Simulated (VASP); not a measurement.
VASP runs on InPd share one base input (PBE GGA, plane waves, VASP's PBE PAW potentials (set 64)) and change the settings named in each case.

File POSCAR:
```
InPd
1
    3.2500000000     0.0000000000     0.0000000000
    0.0000000000     3.2500000000     0.0000000000
    0.0000000000     0.0000000000    16.8750000000
In Pd
2 2
Direct
  0.5000000000   0.5000000000   0.3555560000
  0.5000000000   0.5000000000   0.5481480000
  0.0000000000   0.0000000000   0.4518520000
  0.0000000000   0.0000000000   0.6444440000
```

INCAR:
```
ALGO = Normal
EDIFF = 1E-6
ENCUT = 300
GGA = PE
ISIF = 2
ISMEAR = 0
LASPH = .TRUE.
LCHARG = .FALSE.
LMAXMIX = 4
LREAL = .FALSE.
LWAVE = .FALSE.
NELM = 100
PREC = Accurate
SIGMA = 0.136
SYSTEM = InPd
```

File KPOINTS:
```
Regular mesh
0
Gamma
  7 7 1
```

POTCAR, in this order: In_d Pd (PBE.64 set). Program: vasp_std.

```tsv
change	E(σ→0) (eV/atom)	largest force (eV/Å)	−TS (eV)
base run	-3.9613	1.014	-0.0152
GGA = PS	-4.4878	0.981	-0.0154
GGA_COMPAT = .FALSE., LNONCOLLINEAR = .TRUE., LSORBIT = .TRUE., MAGMOM = 0.0 0.0 0.0 0.0 0.0 0.0 0.0 0.0 0.0 0.0 0.0 0.0, program vasp_ncl	-3.9946	1.014	-0.0153
KPOINTS 6×6×1 Γ-centred mesh	-3.9543	1.299	-0.0302
```
 Energies of different potentials or functionals have different zeros.  The cell holds a wide vacuum, so values per volume refer to the whole cell. Unless said otherwise, spin-orbit coupling is left out, though it shifts the bands of the heavy elements here.

Left out are runs that ran out of time, are held back, or changed the cell or the kind of run, fixed moments of cells without a moment, rows past the twelfth, gaps on odd meshes, pressures of charged cells and columns that move by less than the noise.

The cell is a sheet or thin cut with vacuum, built from a generated structure.
